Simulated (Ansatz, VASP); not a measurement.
# TaN: VASP beside Ansatz

One calculation is typed for both programs; each brings its own data sets. How far apart do they land? The cell is taken from a series of runs on this material, whose earlier steps may have relaxed, scaled, displaced or heated it; both programs get it as it stands.

Program: Ansatz 0.2.0. Level of theory: plane waves, with VASP 6.6.1 beside it; zone-centre phonons at PBEsol. Results are calculated unless marked as measured.

### 1. Starting point

Symmetry: P-62m, No. 189, hexagonal system. Conventional cell: a = 5.134 Å, b = 5.134 Å, c = 3.012 Å, α = 90.00°, β = 90.00°, γ = 120.00°. Nearest to N lie 5 Ta at 2.03 to 2.18 Å. Nearest to Ta lie 6 N at 2.18 Å. Ta has 3 N at 2.03 Å nearest. Farther neighbours and most contacts between anions are not listed.

### 2. Ansatz: zone-centre phonons, PBEsol

Ansatz runs on its PAW soft_1 files.

Second derivatives magnify differences that forces hide, and they need a tight electronic threshold.

Input file input.yaml:

```yaml
crystal:
  lattice:
    - [5.1335766172, 0.0, 0.0]
    - [-2.5667883086, 4.4458077628, 0.0]
    - [0.0, 0.0, 3.0118622542]
  atoms:
    - { symbol: "N", position: [0.3947904676, 9.2e-09, 0.0] }
    - { symbol: "N", position: [0.6052095237, 0.6052095237, 0.0] }
    - { symbol: "N", position: [9.2e-09, 0.3947904676, 0.0] }
    - { symbol: Ta, position: [0.3333333504, 0.6666666729, 0.5] }
    - { symbol: Ta, position: [0.6666666729, 0.3333333504, 0.5] }
    - { symbol: Ta, position: [-2.38e-08, -2.38e-08, 0.0] }
kpoints:
  mp_grid: { grid: [9, 9, 12] }
hamiltonian:
  xc: pbesol
  pseudopotentials: { kind: paw, azcp: { folder: soft_1 }, xc_functional: pbe }
scf:
  occupations: { method: methfessel_paxton, width: 0.2 }
output:
  eigenvalues: true
phonons:
  method: dfpt
```

Started as:

```
ansatz run input.yaml --threads 8 --pin off --max-ram 16384MiB --backend cpu --events-out ev --progress --plain --runs-dir out
```

Numbers of over 12 decimals in the logs are rounded to 6 here.

The log of the run:

```text
zone centre: on kpoints.mp_grid the ground state, and the responses unless they are solved on pairs of k-points, stand on 287 of the mesh's 972 k-points, reduced under 2 symmetry operations, with k and −k counted as one. Each operation leaves every solved displacement unchanged or reverses it
Engine: ansatz 0.2.0, aarch64-unknown-linux-gnu
Pseudopotentials: kind: paw
Pseudopotential: N, paw, valence charge 5, recommended cutoff 420 eV (normal), soft_1/N.paw.azcp
Pseudopotential: Ta, paw, valence charge 13, recommended cutoff 420 eV (normal), soft_1/Ta.paw.azcp
Functional definition: PBEsol
  exchange = pbesol_x
  correlation = pbesol_c
Crystal: 6 atoms, lattice volume = 68.739 Å³
Basis set: ecut = 420 eV, 1313 PW (Γ), exchange–correlation on 72×72×48 points (8 copies of the dense FFT grid, shifted against one another)
Bands: 33, of which v1, the nominal top of the filled ones, is band 27 counted from 1 (26 counted from 0)
Symmetry: 12 space group operations
k-points: 287 of 972 (irreducible under 2 space group operations, time reversal used)
Non-local potential: N, projectors of the file, l = 0: 2, l = 1: 2, l = 2: 1
Non-local potential: Ta, projectors of the file, l = 0: 3, l = 1: 2, l = 2: 2, l = 3: 1
PAW form: soft (Blöchl's): semilocal exchange-correlation on the pseudo side does not see the compensation charge
PAW frozen core: N, regenerated for the run's functional, and the local potential with it (the file was generated under x = pbe(κ = 0.804, μ = 0.219515), c = pbe(β = 0.066725))
PAW frozen core: Ta, regenerated for the run's functional, and the local potential with it (the file was generated under x = pbe(κ = 0.804, μ = 0.219515), c = pbe(β = 0.066725))
PAW one-centre angular grid: N, 110 points (default); XC on 64 Gauss nodes
PAW one-centre angular grid: Ta, 590 points (default); XC on 64 Gauss nodes
Initial density: superposition of atomic densities (chi_scale 0.1, normalization cell, long waves kept (reshape's long-wave potential 0.01 eV rms))
Initial wavefunctions: pseudopotential atomic-orbital guess
Functional: x = pbesol(κ = 0.804, μ = 0.123457), c = pbesol(β = 0.046)
SCF iter   1: F=—  HF=-30566.168768 eV  |F-HF|=—  |Δ(HF+E_count)|=         —  Δρ=6.24e-2  dr2=3.15e0  ethr=3.10e-3  ⟨swp⟩=4.6  Hψ=36848  notcnv=0
preconditioner: auto → Kerker (q_TF=auto, 2.621 Å⁻¹)  [metal: Δε(μ)=0.122 eV  Ē_g=9.720 eV  σ=0.200 eV  W_gap=0.49  n_scr=26 (ndim 8)  ℏωp=24.5 eV  f_vac=0.000  D(μ)=0.34/eV (n_scr^D=0)]
SCF iter   2: F=—  HF=-30565.625628 eV  |F-HF|=—  |Δ(HF+E_count)|=   5.43e-1  S|Δr|=    0.00e0  Δρ=3.19e-2  dr2=4.78e-1  ethr=3.10e-3  ⟨swp⟩=2.0  Hψ=16715  notcnv=0  defer=238
SCF iter   3: F=—  HF=-30565.567516 eV  |F-HF|=—  |Δ(HF+E_count)|=   5.81e-2  S|Δr|=    0.00e0  Δρ=1.26e-2  dr2=7.06e-2  ethr=8.86e-4  ⟨swp⟩=1.4  Hψ=9397  notcnv=0  defer=239
SCF iter   4: F=—  HF=-30565.557413 eV  |F-HF|=—  |Δ(HF+E_count)|=   1.01e-2  S|Δr|=    0.00e0  Δρ=2.22e-3  dr2=4.07e-3  ethr=1.31e-4  ⟨swp⟩=2.3  Hψ=13374  notcnv=0  defer=245
SCF iter   5: F=—  HF=-30565.556737 eV  |F-HF|=—  |Δ(HF+E_count)|=   6.76e-4  S|Δr|=    0.00e0  Δρ=7.43e-4  dr2=4.47e-4  ethr=7.54e-6  ⟨swp⟩=1.9  Hψ=10012  notcnv=0  defer=245
SCF iter   6: F=—  HF=-30565.556614 eV  |F-HF|=—  |Δ(HF+E_count)|=   1.23e-4  S|Δr|=    0.00e0  Δρ=1.38e-4  dr2=1.66e-5  ethr=8.29e-7  ⟨swp⟩=2.3  Hψ=13163  notcnv=0  defer=245
SCF iter   7: F=—  HF=-30565.556610 eV  |F-HF|=—  |Δ(HF+E_count)|=   3.22e-6  S|Δr|=    0.00e0  Δρ=2.60e-5  dr2=4.10e-7  ethr=3.08e-8  ⟨swp⟩=2.0  Hψ=13493  notcnv=0  defer=245
SCF iter   8: F=—  HF=-30565.556614 eV  |F-HF|=—  |Δ(HF+E_count)|=   3.90e-6  S|Δr|=    0.00e0  Δρ=5.16e-6  dr2=1.82e-8  ethr=7.59e-10  ⟨swp⟩=2.0  Hψ=13810  notcnv=0  defer=242
SCF iter   9: F=—  HF=-30565.556614 eV  |F-HF|=—  |Δ(HF+E_count)|=   3.38e-9  S|Δr|=    0.00e0  Δρ=7.18e-7  dr2=3.98e-10  ethr=3.36e-11  ⟨swp⟩=2.0  Hψ=13385  notcnv=0  defer=242
SCF iter  10: F=-30565.556614 eV  HF=-30565.556614 eV  |F-HF|=7.28e-12  |Δ(HF+E_count)|=  3.27e-11  S|Δr|=    0.00e0  Δρ=1.16e-7  dr2=6.25e-12  ethr=1.00e-12  ⟨swp⟩=8.6  Hψ=53334  notcnv=0
the search or the solves at the SCF's close seem to have found levels that the self-consistency loop had missed (the run counts 1). By its estimate they hold under 1e-12 electrons; where the run keeps them, the occupations were computed again with them
SCF 1 converged in 10 iterations: F = -30565.556614 eV  dr2 = 6.25e-12
  greatest PAW one-centre occupation: 0.999 electrons in one spin orbital (limit 2), on the Ta atom at site 4 (counted from 0), in its partial waves of l = 0
DFPT response loops at Γ: preconditioner auto → Kerker (q_TF=auto, 2.621 Å⁻¹) (partly filled bands, converged f_vac=0.000); β = 1.00, the filter's whole step (`scf.mixing.beta` (0.50) is not read by the response loops under this deck's `scf.mixing.preconditioner`; to damp them name `kerker` or `kerker_dos`, under which they read `scf.mixing.beta`, and type it under 1.00, their step now; both keys bind the ground state too); Broyden in place of MSR1
SCF converged after 10 iterations
Stability not checked: this state was not tested for a lower state beside it, because cold or Methfessel-Paxton smearing, or corrected tetrahedra, fill the levels in a way that the test cannot read (fill_not_monotonic; see scf.lower_state_search)
Free energy (F): -30565.556614 eV
Harris-Foulkes:  -30565.556614 eV  (|F-HF|=7.28e-12)
Internal energy: -30565.560869 eV  (E = F + TS)
E sigma→0 (E₀):  -30565.557678 eV
Entropy (-TS):   0.004255 eV (0.709 meV/atom)
Fermi energy:    19.279195 eV
--- Per-component energies (eV) ---
  E_band       = -240.867806
  E_kinetic    = 1564.446727
  E_local      = -2004.651907  (includes V_loc(G=0)·N_el)
  E_nonlocal   = 79.830021
  E_hartree    = 711.162288
  E_xc         = -1134.163524
  E_vxc        = -926.851356  (∫ρ·V_xc dr)
  E_paw        = -24913.883310  (= ΣΔE_a)
  E_vpaw       = -375.968677  (= ΣTr[D̂ρ^β])
  E_aug_tail   = 0.002787  (compensation charges beyond the density's cutoff)
  E_ewald      = -4869.029387
  E_core_change = 0.725435  (= ΣΔE_core)
  E_smearing   = 0.004255  (= −TS)
  E_closure    = 0.000000  (closes the sum)
  Σ components = -30565.556614   (vs F -30565.556614, Δ=0.00e0)
--- Band table (eV; the first three rows and the last of 287) ---
  k-point 0: bands = [... 23 lower, 14.9641, 15.6513, 17.6951, 18.4335, 18.4335, 19.4003, 19.4003, 20.8626, ... 2 higher]
  k-point 1: bands = [... 23 lower, 14.4872, 16.0362, 17.9745, 17.9815, 17.9815, 19.9713, 19.9713, 20.9173, ... 2 higher]
  k-point 2: bands = [... 23 lower, 14.3345, 16.7713, 17.5148, 17.5148, 18.6746, 20.6085, 20.6085, 20.9753, ... 2 higher]
  k-point 286: bands = [... 23 lower, 15.4261, 16.0743, 17.0123, 18.3217, 20.3906, 20.8854, 21.7894, 22.1637, ... 2 higher]
--- Phonons (Γ-DFPT): 7 representative perturbations + reference, on 287 of 972 k-points (Σ response iterations 22) ---
  k mesh reduced under 2 symmetry operations, with k and −k counted as one. Each operation leaves every solved displacement unchanged or reverses it
  ASR residual: 5.277e-5 → 0.000e0 eV/Å²; symmetrization residual: 3.068e-6 eV/Å²
  ASR residual per site (eV/Å²): 2.50e-5 2.18e-5 2.18e-5 5.23e-5 5.23e-5 5.28e-5
  Γ frequencies (cm⁻¹): 0.00 0.00 0.00 143.22 174.34 189.70 189.70 225.09 225.09 536.84 536.84 540.25 563.17 563.17 629.74 660.98 660.98 690.60
  non-analytic LO–TO correction: not included (Born effective charges unavailable; polar crystals: no LO–TO splitting at Γ)
```

### 3. VASP: zone-centre phonons, PBEsol

The same cell, functional, mesh and smearing now go to VASP, with its own data sets.

Lines of VASP's logs that name or quote its potential files are left out, and so is its time.

Input file INCAR:

```
SYSTEM = TaN
PREC = Accurate
ENCUT = 600
EDIFF = 1E-08
NELM = 120
ISMEAR = 1
SIGMA = 0.2
LREAL = .FALSE.
ALGO = Normal
GGA = PS
NBANDS = 30
LASPH = .TRUE.
LORBIT = 11
LWAVE = .FALSE.
LCHARG = .FALSE.
ISIF = 2
IBRION = 8
GGA_COMPAT = .FALSE.
KPAR = 2
```

Input file POSCAR:

```
TaN
1.0
    5.1335766172      0.0000000000      0.0000000000
   -2.5667883086      4.4458077628      0.0000000000
    0.0000000000      0.0000000000      3.0118622542
N Ta
3 3
Direct
    0.3947904676      0.0000000092      0.0000000000
    0.6052095237      0.6052095237      0.0000000000
    0.0000000092      0.3947904676      0.0000000000
    0.3333333504      0.6666666729      0.5000000000
    0.6666666729      0.3333333504      0.5000000000
    0.9999999762      0.9999999762      0.0000000000
```

Input file KPOINTS:

```
Automatic mesh
0
Gamma
9 9 12
0 0 0
```

PAW data sets: N and Ta_pv (PBE family, release 64).

Started as:

```
mpirun -np 2 vasp_std
```

The log of the run:

```text
[banner, memory and clock lines left out]
running    2 mpi-ranks, on    1 nodes
 distrk:  each k-point on    1 cores,    2 groups
 distr:  one band on    1 cores,    1 groups

 POSCAR found type information on POSCAR N Ta
 POSCAR found :  2 types and       6 ions
|                                                                             |
|               ----> ADVICE to this user running VASP <----                  |
|                                                                             |
|     You enforced a specific xc type in the INCAR file but a different       |
|     [... a line on the potential file left out ...]
|     I HOPE YOU KNOW WHAT YOU ARE DOING!                                     |
|                                                                             |

 LDA part: xc-table for (Slater+PW92), standard interpolation
 POSCAR, INCAR and KPOINTS ok, starting setup
 FFT: planning ... GRIDC
 FFT: planning ... GRID_SOFT
 FFT: planning ... GRID
 WAVECAR not read
 entering main loop
       N       E                     dE             d eps       ncg     rms          rms(c)
DAV:   1     0.476152172511E+03    0.47615E+03   -0.28698E+04  5040   0.186E+03
DAV:   2    -0.471727833153E+02   -0.52332E+03   -0.50343E+03  5756   0.514E+02
DAV:   3    -0.800110689751E+02   -0.32838E+02   -0.32327E+02  6294   0.121E+02
DAV:   4    -0.806717341426E+02   -0.66067E+00   -0.65623E+00  6234   0.168E+01
DAV:   5    -0.806871532474E+02   -0.15419E-01   -0.15404E-01  6240   0.206E+00    0.427E+01
DAV:   6    -0.716333210917E+02    0.90538E+01   -0.54498E+01  6482   0.409E+01    0.182E+01
DAV:   7    -0.713621205346E+02    0.27120E+00   -0.24406E+00  6076   0.916E+00    0.103E+01
DAV:   8    -0.712895744456E+02    0.72546E-01   -0.39584E-01  6078   0.410E+00    0.913E-01
DAV:   9    -0.712748082507E+02    0.14766E-01   -0.47918E-02  6438   0.156E+00    0.371E-01
DAV:  10    -0.712743572870E+02    0.45096E-03   -0.15582E-02  6592   0.648E-01    0.176E-01
DAV:  11    -0.712739780608E+02    0.37923E-03   -0.45361E-03  6530   0.387E-01    0.539E-02
DAV:  12    -0.712739289668E+02    0.49094E-04   -0.31924E-04  6474   0.105E-01    0.151E-02
DAV:  13    -0.712739285738E+02    0.39298E-06   -0.14625E-05  6770   0.237E-02    0.517E-03
DAV:  14    -0.712739283964E+02    0.17747E-06   -0.43981E-07  6228   0.489E-03    0.115E-03
DAV:  15    -0.712739283161E+02    0.80263E-07   -0.44464E-08  5598   0.155E-03    0.302E-04
DAV:  16    -0.712739283120E+02    0.41159E-08   -0.29117E-09  4014   0.434E-04
   1 F= -.71273928E+02 E0= -.71275366E+02  d E =0.431423E-02
 Linear response reoptimize wavefunctions to high precision
DAV:   1    -0.712739283066E+02    0.53424E-08   -0.12552E-09  4008   0.250E-04
DAV:   2    -0.712739283067E+02   -0.55479E-10   -0.27782E-10  3924   0.139E-04
 Linear response DOF=           7
 Linear response progress:
  Degree of freedom:   1/  7
       N       E                     dE             d eps       ncg     rms          rms(c)
RMM:   1    -0.253271364732E+00   -0.25327E+00    0.10939E-01 22331   0.240E+00
RMM:   2    -0.243788749898E+00    0.94826E-02   -0.13105E-02 17895   0.473E-01    0.372E-01
RMM:   3    -0.244774056317E+00   -0.98531E-03   -0.38438E-03 18105   0.211E-01    0.223E-01
RMM:   4    -0.245871458222E+00   -0.10974E-02   -0.66080E-04 17771   0.111E-01    0.665E-02
RMM:   5    -0.246170899767E+00   -0.29944E-03   -0.10892E-04 19727   0.413E-02    0.244E-02
RMM:   6    -0.246162496279E+00    0.84035E-05   -0.11689E-05 19726   0.158E-02    0.475E-03
RMM:   7    -0.246133818186E+00    0.28678E-04   -0.93595E-07 18135   0.579E-03    0.103E-03
RMM:   8    -0.246132202392E+00    0.16158E-05   -0.57798E-07 20982   0.199E-03    0.513E-04
RMM:   9    -0.246133287664E+00   -0.10853E-05   -0.14397E-07 20524   0.695E-04    0.188E-04
RMM:  10    -0.246132989540E+00    0.29812E-06    0.57023E-08 20261   0.359E-04    0.803E-05
RMM:  11    -0.246133223853E+00   -0.23431E-06   -0.40663E-08 21188   0.232E-04    0.205E-05
RMM:  12    -0.246133283887E+00   -0.60034E-07    0.62558E-08 21438   0.171E-04    0.636E-06
RMM:  13    -0.246133270123E+00    0.13764E-07    0.38930E-08 21697   0.153E-04    0.237E-06
RMM:  14    -0.246133265760E+00    0.43638E-08    0.37684E-08 22402   0.147E-04    0.918E-07
 first order change of Fermi-energy   0.21323E+00
 force on displaced ion       1 direction 1 : -21.328   0.000   0.000
 Linear response progress:
  Degree of freedom:   2/  7
       N       E                     dE             d eps       ncg     rms          rms(c)
RMM:   1    -0.250380395592E+00   -0.25038E+00    0.13286E-01 36612   0.235E+00
RMM:   2    -0.242442097585E+00    0.79383E-02   -0.15602E-02 29581   0.475E-01    0.358E-01
RMM:   3    -0.243297819505E+00   -0.85572E-03   -0.31994E-03 30385   0.216E-01    0.223E-01
[...]
RMM:   7    -0.232022048498E+00    0.11569E-04   -0.14255E-06 30831   0.343E-03    0.748E-04
RMM:   8    -0.232025813444E+00   -0.37649E-05   -0.63462E-08 32914   0.113E-03    0.297E-04
RMM:   9    -0.232025235949E+00    0.57749E-06   -0.59497E-08 30392   0.501E-04    0.540E-05
RMM:  10    -0.232025361556E+00   -0.12561E-06   -0.10678E-07 32311   0.263E-04    0.312E-05
RMM:  11    -0.232025410324E+00   -0.48768E-07   -0.83374E-08 33369   0.195E-04    0.106E-05
[...]
Degree of freedom:   5/  7
       N       E                     dE             d eps       ncg     rms          rms(c)
RMM:   1    -0.149026588610E+00   -0.14903E+00    0.10285E+01 10781   0.199E+01
RMM:   2    -0.175171616629E+00   -0.26145E-01   -0.39713E-02 16973   0.127E+00    0.130E-01
RMM:   3    -0.174696951012E+00    0.47467E-03   -0.73561E-03 18955   0.324E-01    0.713E-02
RMM:   4    -0.174144829942E+00    0.55212E-03   -0.91442E-04 21396   0.119E-01    0.258E-02
RMM:   5    -0.173964154295E+00    0.18068E-03   -0.94265E-05 21451   0.302E-02    0.715E-03
RMM:   6    -0.173910027975E+00    0.54126E-04   -0.29526E-05 21088   0.103E-02    0.145E-03
RMM:   7    -0.173907845696E+00    0.21823E-05   -0.11173E-05 20946   0.445E-03    0.489E-04
RMM:   8    -0.173907613803E+00    0.23189E-06   -0.14967E-05 21283   0.210E-03    0.203E-04
RMM:   9    -0.173908638870E+00   -0.10251E-05   -0.10765E-05 22335   0.120E-03    0.725E-05
RMM:  10    -0.173909015516E+00   -0.37665E-06   -0.65531E-06 20173   0.789E-04    0.327E-05
RMM:  11    -0.173909433474E+00   -0.41796E-06   -0.56922E-06 21330   0.567E-04    0.206E-05
RMM:  12    -0.173909366995E+00    0.66480E-07   -0.35504E-06 22285   0.418E-04    0.928E-06
RMM:  13    -0.173909511022E+00   -0.14403E-06   -0.32394E-06 22526   0.340E-04    0.500E-06
RMM:  14    -0.173909464974E+00    0.46048E-07   -0.16026E-06 22643   0.294E-04    0.189E-06
[...]
RMM:  18    -0.173909471044E+00    0.19061E-07   -0.55753E-07 23678   0.221E-04    0.238E-06
RMM:  19    -0.173909477587E+00   -0.65435E-08   -0.58788E-07 23505   0.215E-04    0.346E-06
RMM:  20    -0.173909463850E+00    0.13737E-07   -0.31378E-07 24029   0.211E-04    0.284E-06
RMM:  21    -0.173909480498E+00   -0.16648E-07   -0.42170E-07 23649   0.209E-04    0.321E-06
RMM:  22    -0.173909463373E+00    0.17125E-07   -0.19152E-07 24476   0.207E-04    0.276E-06
RMM:  23    -0.173909479035E+00   -0.15662E-07   -0.25299E-07 25001   0.206E-04    0.221E-06
RMM:  24    -0.173909468961E+00    0.10074E-07   -0.75353E-08 25087   0.206E-04    0.155E-06
RMM:  25    -0.173909468830E+00    0.13100E-09   -0.54312E-08 24522   0.205E-04    0.148E-06
 first order change of Fermi-energy   0.15503E-03
 force on displaced ion       4 direction 3 :  -0.000   0.000 -18.995
 Linear response progress:
  Degree of freedom:   6/  7
       N       E                     dE             d eps       ncg     rms          rms(c)
RMM:   1    -0.176213870535E+00   -0.17621E+00    0.10905E+01 10820   0.191E+01
RMM:   2    -0.207619757906E+00   -0.31406E-01   -0.52611E-02 16627   0.128E+00    0.298E-01
RMM:   3    -0.207217907278E+00    0.40185E-03   -0.97562E-03 19026   0.316E-01    0.176E-01
RMM:   4    -0.206687125268E+00    0.53078E-03   -0.10112E-03 20042   0.136E-01    0.661E-02
RMM:   5    -0.206531732591E+00    0.15539E-03   -0.28745E-04 21068   0.447E-02    0.273E-02
RMM:   6    -0.206455507548E+00    0.76225E-04   -0.14347E-04 20963   0.198E-02    0.522E-03
RMM:   7    -0.206449677689E+00    0.58299E-05   -0.83524E-05 20700   0.120E-02    0.267E-03
RMM:   8    -0.206449019532E+00    0.65816E-06   -0.44289E-05 20327   0.593E-03    0.663E-04
RMM:   9    -0.206450929837E+00   -0.19103E-05   -0.26957E-05 21347   0.288E-03    0.671E-04
RMM:  10    -0.206451661683E+00   -0.73185E-06   -0.17206E-05 20613   0.190E-03    0.177E-04
RMM:  11    -0.206452234314E+00   -0.57263E-06   -0.10214E-05 22037   0.105E-03    0.272E-04
RMM:  12    -0.206452463922E+00   -0.22961E-06   -0.72637E-06 20561   0.855E-04    0.216E-05
RMM:  13    -0.206452403020E+00    0.60902E-07   -0.40264E-06 21880   0.504E-04    0.278E-05
RMM:  14    -0.206452586016E+00   -0.18300E-06   -0.31599E-06 21939   0.382E-04    0.338E-05
[...]
RMM:  18    -0.206452642739E+00   -0.15043E-07   -0.29424E-07 24641   0.245E-04    0.261E-06
RMM:  19    -0.206452607699E+00    0.35040E-07   -0.66892E-09 24192   0.237E-04    0.533E-06
RMM:  20    -0.206452635737E+00   -0.28038E-07    0.62420E-08 23922   0.231E-04    0.286E-06
RMM:  21    -0.206452634101E+00    0.16363E-08    0.20663E-07 25180   0.226E-04    0.271E-06
RMM:  22    -0.206452639125E+00   -0.50241E-08    0.26667E-07 25197   0.223E-04    0.230E-06
RMM:  23    -0.206452639942E+00   -0.81667E-09    0.32758E-07 25194   0.221E-04    0.215E-06
RMM:  24    -0.206452640825E+00   -0.88361E-09    0.36329E-07 24463   0.220E-04    0.204E-06
RMM:  25    -0.206452637883E+00    0.29417E-08    0.38439E-07 24279   0.219E-04    0.241E-06
 first order change of Fermi-energy  -0.33552E-03
 force on displaced ion       6 direction 1 : -28.608  -0.000   0.000
 Linear response progress:
  Degree of freedom:   7/  7
       N       E                     dE             d eps       ncg     rms          rms(c)
RMM:   1    -0.136400162626E+00   -0.13640E+00    0.12553E+01  8067   0.169E+01
RMM:   2    -0.161471132509E+00   -0.25071E-01   -0.36283E-02 11145   0.105E+00    0.135E-01
RMM:   3    -0.160351177735E+00    0.11200E-02   -0.51382E-03 12737   0.258E-01    0.694E-02
RMM:   4    -0.159472816416E+00    0.87836E-03   -0.74668E-04 14054   0.107E-01    0.319E-02
RMM:   5    -0.159133331790E+00    0.33948E-03   -0.86787E-05 14440   0.304E-02    0.363E-03
RMM:   6    -0.159127700766E+00    0.56310E-05   -0.37086E-05 14266   0.905E-03    0.120E-03
RMM:   7    -0.159132330120E+00   -0.46294E-05   -0.20432E-05 14944   0.319E-03    0.354E-04
RMM:   8    -0.159134855645E+00   -0.25255E-05   -0.97506E-06 14649   0.129E-03    0.839E-05
RMM:   9    -0.159135367170E+00   -0.51153E-06   -0.56353E-06 15052   0.732E-04    0.522E-05
RMM:  10    -0.159135833724E+00   -0.46655E-06   -0.30246E-06 14784   0.486E-04    0.242E-05
RMM:  11    -0.159136093581E+00   -0.25986E-06   -0.18982E-06 15737   0.350E-04    0.724E-06
RMM:  12    -0.159136140081E+00   -0.46500E-07   -0.11293E-06 15673   0.275E-04    0.447E-06
RMM:  13    -0.159136138075E+00    0.20063E-08   -0.82045E-07 15331   0.236E-04    0.751E-06
RMM:  14    -0.159136131333E+00    0.67417E-08   -0.51750E-07 15127   0.212E-04    0.964E-06
RMM:  15    -0.159136127040E+00    0.42928E-08   -0.43601E-07 15280   0.198E-04    0.109E-05
RMM:  16    -0.159136140567E+00   -0.13527E-07   -0.38822E-07 15583   0.190E-04    0.103E-05
RMM:  17    -0.159136158620E+00   -0.18052E-07   -0.35368E-07 16181   0.185E-04    0.906E-06
RMM:  18    -0.159136146560E+00    0.12060E-07   -0.27736E-07 15362   0.181E-04    0.106E-05
 first order change of Fermi-energy   0.46609E-03
 force on displaced ion       6 direction 3 :  -0.000  -0.000 -10.948
 Linear response finished
```

(Part 1 of 2 ends here.)

[Lines on the potential files, build, host, timing and source positions are cut from VASP's logs without a mark.]

[Logs are printed without paths, hosts, clocks, repeated set-up lines and the standing remarks that a program may print on its own settings, such as how far it seeks lower states.]

[Hosts, paths, dates, database ids (printed as entryN), source tags and the programs' standing remarks are cut or masked in the printed files.]
